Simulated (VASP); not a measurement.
All values below come from PBEsol GGA, VASP's PBE PAW potentials (set 64) (plane waves; VASP).

VASP input:

### INCAR
```
# general
SYSTEM =Ru3Rh
PREC   =Accurate
ENCUT  =300
LREAL  =.False.
LASPH  =.True.

# electronic loop
EDIFF  =1E-6
NELM   =100
ALGO   =Normal
LMAXMIX=4

# smearing
ISMEAR =0
SIGMA  =0.136

# functional
GGA    =PS

# ions
ISIF   =2

# output
LWAVE  =.False.
LCHARG =.False.
```

**POSCAR**
```
Ru3Rh
1
    5.3956370000     0.0000000000     0.0000000000
   -2.6978190000     4.6727590000     0.0000000000
    0.0000000000     0.0000000000     4.2729920000
Ru Rh
6 2
Direct
  0.1666400000   0.3332800000   0.2500000000
  0.8333600000   0.6667200000   0.7500000000
  0.8333600000   0.1666400000   0.7500000000
  0.1666400000   0.8333600000   0.2500000000
  0.6667200000   0.8333600000   0.2500000000
  0.3332800000   0.1666400000   0.7500000000
  0.3333330000   0.6666670000   0.7500000000
  0.6666670000   0.3333330000   0.2500000000
```

### KPOINTS
```
kpoints
0
G
 5 5 5
0 0 0
```

POTCAR, in this order: Ru_pv Rh_pv (PBE.64 set). Program: vasp_std.

The resulting files:

OSZICAR:
```
       N       E                     dE             d eps       ncg     rms          rms(c)
DAV:   1     0.112893067025E+04    0.11289E+04   -0.51214E+04  2184   0.131E+03
DAV:   2    -0.308818999454E+02   -0.11598E+04   -0.11174E+04  2188   0.478E+02
DAV:   3    -0.820917397096E+02   -0.51210E+02   -0.48606E+02  2456   0.991E+01
DAV:   4    -0.834769290943E+02   -0.13852E+01   -0.13756E+01  2288   0.131E+01
DAV:   5    -0.835085752587E+02   -0.31646E-01   -0.31636E-01  2432   0.194E+00    0.373E+01
DAV:   6    -0.778528914274E+02    0.56557E+01   -0.17961E+01  2152   0.220E+01    0.993E+00
DAV:   7    -0.775917831382E+02    0.26111E+00   -0.18916E+00  2392   0.667E+00    0.363E+00
DAV:   8    -0.774809395177E+02    0.11084E+00   -0.30052E-01  2272   0.383E+00    0.232E+00
DAV:   9    -0.774500488206E+02    0.30891E-01   -0.42628E-02  2140   0.137E+00    0.118E-01
DAV:  10    -0.774500573340E+02   -0.85134E-05   -0.11353E-03  2672   0.162E-01    0.622E-02
DAV:  11    -0.774500930429E+02   -0.35709E-04   -0.34005E-05  2200   0.292E-02    0.214E-02
DAV:  12    -0.774500948931E+02   -0.18502E-05   -0.34582E-06  1816   0.990E-03    0.539E-03
DAV:  13    -0.774500927151E+02    0.21781E-05   -0.25776E-07  1120   0.280E-03    0.930E-04
DAV:  14    -0.774500923401E+02    0.37493E-06   -0.48264E-08  1112   0.102E-03
   1 F= -.77450092E+02 E0= -.77423187E+02  d E =-.538114E-01
```

### OUTCAR
```
------------------------ aborting loop because EDIFF is reached ----------------------------------------
  FORCE on cell =-STRESS in cart. coord.  units (eV):
  Direction    XX          YY          ZZ          XY          YZ          ZX
  --------------------------------------------------------------------------------------
  Total       -2.1601330     -2.1601332     -3.1566545      0.0000002      0.0000000      0.0000000
  in kB      -32.1249810    -32.1249850    -46.9450116      0.0000034      0.0000000      0.0000000
  external PRESSURE =     -37.0649925 kB  Pullay stress =       0.0000000 kB
  volume of cell :      107.73
      direct lattice vectors                 reciprocal lattice vectors
     5.395637000  0.000000000  0.000000000     0.185334929  0.107003184  0.000000000
    -2.697819000  4.672759000  0.000000000     0.000000000  0.214006329  0.000000000
     0.000000000  0.000000000  4.272992000     0.000000000  0.000000000  0.234028053
 POSITION                                       TOTAL-FORCE (eV/Angst)
 -----------------------------------------------------------------------------------
     -0.00000      1.55734      1.06825         0.000000     -0.049769      0.000000
      2.69782      3.11542      3.20474        -0.000000      0.049769      0.000000
      4.04694      0.77867      3.20474         0.043101     -0.024884      0.000000
     -1.34913      3.89409      1.06825        -0.043101      0.024884      0.000000
      1.34912      3.89409      1.06825         0.043101      0.024884      0.000000
      1.34869      0.77867      3.20474        -0.043101     -0.024884      0.000000
     -0.00000      3.11517      3.20474         0.000000     -0.000000      0.000000
      2.69782      1.55758      1.06825        -0.000000      0.000000      0.000000
 -----------------------------------------------------------------------------------
    total drift:                                0.001362     -0.000786      0.002457
  FREE ENERGIE OF THE ION-ELECTRON SYSTEM (eV)
  ---------------------------------------------------
  free  energy   TOTEN  =       -77.4500923401 eV

  energy  without entropy=      -77.3962809494  energy(sigma->0) =      -77.42318664
```
(Selected blocks of OUTCAR.)

At this cut-off the stress carries a Pulay error, which pulls relaxed volumes low.

The structure comes from a computed database's Ru3Rh entry (P6_3/mmc); how it stands against other phases isn't given here. The cell was not relaxed at this level.
